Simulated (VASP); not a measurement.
```
CELL_PARAMETERS angstrom
      0.00000     2.30954     2.30954
      2.30954     0.00000     2.30954
      9.24372     9.24372    -0.00556
ATOMIC_POSITIONS crystal
  Zr 0.00000 0.00000 0.00000
  C  0.49655 0.49655 0.12759
  C  0.49906 0.49906 0.37570
  C  0.50094 0.50094 0.62430
  C  0.50345 0.50345 0.87241
  Hf 0.99822 0.99822 0.25133
  Hf 0.00000 0.00000 0.50000
  Hf 0.00178 0.00178 0.74867
```

Computed with PBEsol GGA, VASP's PBE PAW potentials (set 64) (plane waves; VASP 6.6.1). Settings: 520 eV cut-off, Gaussian smearing of 0.050 eV, potentials Zr_sv C Hf_pv.

Task: Give the energies of bands 20 to 33 at the high-symmetry points, in eV from the Fermi level.

Result: 
```json
[
 {"band": "20", "Γ": "-3.10", "T": "-2.80", "H2": "-4.29", "L": "-3.04", "S0": "-4.32", "F": "-4.16"},
 {"band": "21", "Γ": "-3.08", "T": "-2.80", "H2": "-3.96", "L": "-2.95", "S0": "-3.97", "F": "-3.11"},
 {"band": "22", "Γ": "-2.99", "T": "-2.75", "H2": "-2.78", "L": "-2.94", "S0": "-2.78", "F": "-3.10"},
 {"band": "23", "Γ": "-1.86", "T": "-2.75", "H2": "-2.69", "L": "-2.78", "S0": "-2.69", "F": "-2.74"},
 {"band": "24", "Γ": "-1.86", "T": "-0.86", "H2": "-2.67", "L": "-2.77", "S0": "-2.68", "F": "-2.65"},
 {"band": "25", "Γ": "-1.82", "T": "-0.84", "H2": "-2.66", "L": "-2.77", "S0": "-2.65", "F": "-2.38"},
 {"band": "26", "Γ": "-1.82", "T": "-0.38", "H2": "-2.37", "L": "-2.30", "S0": "-2.36", "F": "-1.95"},
 {"band": "27", "Γ": "0.99", "T": "-0.38", "H2": "-2.34", "L": "-2.22", "S0": "-2.32", "F": "-1.90"},
 {"band": "28", "Γ": "0.99", "T": "-0.38", "H2": "-2.24", "L": "-0.74", "S0": "-2.28", "F": "-1.85"},
 {"band": "29", "Γ": "0.99", "T": "-0.38", "H2": "-2.21", "L": "-0.66", "S0": "-2.20", "F": "-0.04"},
 {"band": "30", "Γ": "1.22", "T": "1.73", "H2": "2.68", "L": "0.30", "S0": "2.65", "F": "-0.04"},
 {"band": "31", "Γ": "1.24", "T": "1.73", "H2": "2.80", "L": "0.34", "S0": "2.99", "F": "1.61"},
 {"band": "32", "Γ": "1.24", "T": "1.89", "H2": "3.38", "L": "3.54", "S0": "3.14", "F": "1.74"},
 {"band": "33", "Γ": "2.81", "T": "1.90", "H2": "3.52", "L": "3.81", "S0": "3.65", "F": "5.03"}
]
```

It has no gap at this level: it comes out as a metal or semimetal.

The structure was generated: Hf3ZrC4 was put into an ordered model structure (R-3m), which need not be its known phase. It was relaxed first.
